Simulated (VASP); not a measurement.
These are TPSS meta-GGA, VASP's PBE PAW potentials (set 64) (plane waves; VASP) values and carry that method's errors.

Input for VASP

File KPOINTS_OPT:
```
k-points along high-symmetry lines
6
Line-mode
Reciprocal
  0.000000   0.000000   0.000000 ! GAMMA
  0.000000   0.500000   0.000000 ! M

  0.000000   0.500000   0.000000 ! M
 -0.333333   0.666667   0.000000 ! K

 -0.333333   0.666667   0.000000 ! K
  0.000000   0.000000   0.000000 ! GAMMA

  0.000000   0.000000   0.000000 ! GAMMA
  0.000000   0.000000   0.500000 ! A

  0.000000   0.000000   0.500000 ! A
  0.000000   0.500000   0.500000 ! L

  0.000000   0.500000   0.500000 ! L
 -0.333333   0.666667   0.500000 ! H

 -0.333333   0.666667   0.500000 ! H
  0.000000   0.000000   0.500000 ! A

  0.000000   0.500000   0.500000 ! L
  0.000000   0.500000   0.000000 ! M

 -0.333333   0.666667   0.500000 ! H
 -0.333333   0.666667   0.000000 ! K
```

### INCAR
```
ALGO = Normal
EDIFF = 1E-7
ENCUT = 520
ISIF = 2
ISMEAR = -5
LASPH = .TRUE.
LCHARG = .FALSE.
LMAXMIX = 6
LMIXTAU = .TRUE.
LORBIT = 11
LREAL = .FALSE.
LWAVE = .FALSE.
METAGGA = TPSS
NEDOS = 601
NELM = 100
PREC = Accurate
SYSTEM = Hf
```

File POSCAR:
```
Hf
1.0
  1.5885937932  -2.7515251248   0.0000000000
  1.5885937932   2.7515251248   0.0000000000
  0.0000000000   0.0000000000   5.0265618167
Hf
2
Cart
  1.5885937932   0.9171768760   1.2566404542
  1.5885937932  -0.9171768760   3.7699213625
```

**KPOINTS**
```
kpoints
0
Gamma
15 15 8
```

POTCAR, in this order: Hf_pv (PBE.64 set). Program: vasp_std.

What VASP printed:

**OSZICAR**
```
       N       E                     dE             d eps       ncg     rms          rms(c)
DAV:   1     0.898432864052E+02    0.89843E+02   -0.14681E+04  3780   0.187E+03
DAV:   2    -0.101405581213E+02   -0.99984E+02   -0.98521E+02  4830   0.431E+02
DAV:   3    -0.151633816160E+02   -0.50228E+01   -0.49306E+01  5598   0.607E+01
DAV:   4    -0.153012332733E+02   -0.13785E+00   -0.13651E+00  5320   0.112E+01
DAV:   5    -0.153052886676E+02   -0.40554E-02   -0.40772E-02  6058   0.152E+00    0.769E+01
DAV:   6    -0.240357944573E+02   -0.87305E+01   -0.23995E+02  3780   0.431E+03    0.369E+01
DAV:   7    -0.232310929918E+02    0.80470E+00   -0.66102E+00  3792   0.266E+01    0.545E+00
DAV:   8    -0.233606934128E+02   -0.12960E+00   -0.31700E-01  4962   0.476E+00    0.420E+00
DAV:   9    -0.186230325322E+02    0.47377E+01   -0.27621E+03  3780   0.413E+04    0.134E+00
DAV:  10    -0.232650055002E+02   -0.46420E+01   -0.12870E+00  3780   0.147E+01    0.649E-01
DAV:  11    -0.233631420023E+02   -0.98137E-01   -0.16977E-02  4734   0.122E+00    0.723E-01
DAV:  12    -0.233611421057E+02    0.19999E-02   -0.29435E-04  5014   0.147E-01    0.643E-01
DAV:  13    -0.233624876014E+02   -0.13455E-02   -0.78678E-05  4500   0.596E-02    0.360E-01
DAV:  14    -0.233653433105E+02   -0.28557E-02   -0.30044E-03  4014   0.398E-01    0.872E-01
DAV:  15    -0.233664562507E+02   -0.11129E-02   -0.20537E-04  4380   0.124E-01    0.388E-01
DAV:  16    -0.233665429006E+02   -0.86650E-04   -0.40407E-05  4482   0.556E-02    0.215E-01
DAV:  17    -0.233665477288E+02   -0.48282E-05   -0.18517E-06  4932   0.112E-02    0.178E-01
DAV:  18    -0.233665548015E+02   -0.70727E-05   -0.27421E-06  4122   0.120E-02    0.566E-02
DAV:  19    -0.233665575440E+02   -0.27426E-05   -0.58702E-06  4092   0.215E-02    0.260E-02
DAV:  20    -0.233665576763E+02   -0.13222E-06   -0.18640E-07  3662   0.370E-03    0.686E-03
DAV:  21    -0.233665576554E+02    0.20817E-07   -0.19236E-08  2376   0.153E-03
   1 F= -.23366558E+02 E0= -.23366558E+02  d E =0.000000E+00
       N       E                     dE             ncg
```

**OUTCAR**
```
------------------------ aborting loop because EDIFF is reached ----------------------------------------
  FORCE on cell =-STRESS in cart. coord.  units (eV):
  Direction    XX          YY          ZZ          XY          YZ          ZX
  --------------------------------------------------------------------------------------
  Total       -0.0302585     -0.0302585     -0.0039847      0.0000000     -0.0000000      0.0000000
  in kB       -1.1032398     -1.1032398     -0.1452840      0.0000000     -0.0000000      0.0000000
  external PRESSURE =      -0.7839212 kB  Pullay stress =       0.0000000 kB
  volume of cell :       43.94
      direct lattice vectors                 reciprocal lattice vectors
     1.588593793 -2.751525125  0.000000000     0.314743770 -0.181717403  0.000000000
     1.588593793  2.751525125  0.000000000     0.314743770  0.181717403  0.000000000
     0.000000000  0.000000000  5.026561817     0.000000000  0.000000000  0.198943142
 POSITION                                       TOTAL-FORCE (eV/Angst)
 -----------------------------------------------------------------------------------
      1.58859      0.91718      1.25664         0.000000     -0.000000      0.000000
      1.58859     -0.91718      3.76992         0.000000      0.000000      0.000000
 -----------------------------------------------------------------------------------
    total drift:                               -0.000005      0.000181     -0.000015
  FREE ENERGIE OF THE ION-ELECTRON SYSTEM (eV)
  ---------------------------------------------------
  free  energy   TOTEN  =       -23.3665576554 eV

  energy  without entropy=      -23.3665576554  energy(sigma->0) =      -23.36655766

 total charge

# of ion       s       p       d       tot
------------------------------------------
    1        0.388   6.387   1.561   8.335
    2        0.388   6.387   1.561   8.335
--------------------------------------------------
tot          0.775  12.773   3.122  16.671
```
(Selected blocks of OUTCAR.)

OUTCAR:
```
 val. band max:        5.0276376135   @ k =   0.0667  -0.0000   0.5000

 cond. band min:       4.9710404955   @ k =   0.2667   0.2000   0.5000


 Fermi energy:         5.0166461225

 k-point     1 :       0.0000    0.0000    0.0000
  band No.  band energies     occupation
      1     -26.2888      2.00000
      2     -25.5027      2.00000
      3     -25.5027      2.00000
      4     -25.3743      2.00000
      5     -25.3683      2.00000
      6     -25.3683      2.00000
      7      -2.4286      2.00000
      8       1.2393      2.00000
      9       5.6577      0.00000
     10       6.2075      0.00000
     11       6.2075      0.00000
     12       6.4831      0.00000
     13       7.0584      0.00000
     14       7.0584      0.00000

 k-point     2 :       0.0667   -0.0000    0.0000
  band No.  band energies     occupation
      1     -26.2766      2.00000
      2     -25.5288      2.00000
      3     -25.5115      2.00000
      4     -25.3958      2.00000
      5     -25.3799      2.00000
      6     -25.3717      2.00000
      7      -2.2912      2.00000
      8       1.3751      2.00000
      9       5.4726     -0.19124
     10       5.8215      0.00000
     11       6.3378      0.00000
     12       6.7760      0.00000
     13       6.9123      0.00000
     14       7.1823      0.00000

 k-point     3 :       0.1333   -0.0000    0.0000
  band No.  band energies     occupation
      1     -26.2412      2.00000
      2     -25.6025      2.00000
      3     -25.5357      2.00000
      4     -25.4725      2.00000
      5     -25.3967      2.00000
      6     -25.3819      2.00000
      7      -1.8920      2.00000
      8       1.7550      2.00000
      9       4.9914      1.52940
     10       5.2499      0.11835
     11       6.4960      0.00000
     12       6.7242      0.00000
     13       7.1489      0.00000
     14       7.2176      0.00000

 k-point     4 :       0.2000   -0.0000    0.0000
  band No.  band energies     occupation
...
```

For a metal the tetrahedron method with Blöchl corrections gives inexact stress and forces. Unless said otherwise, spin-orbit coupling is left out, though it shifts the bands of the heavy elements here.

The compound is Hf in the hcp structure. It was relaxed first.
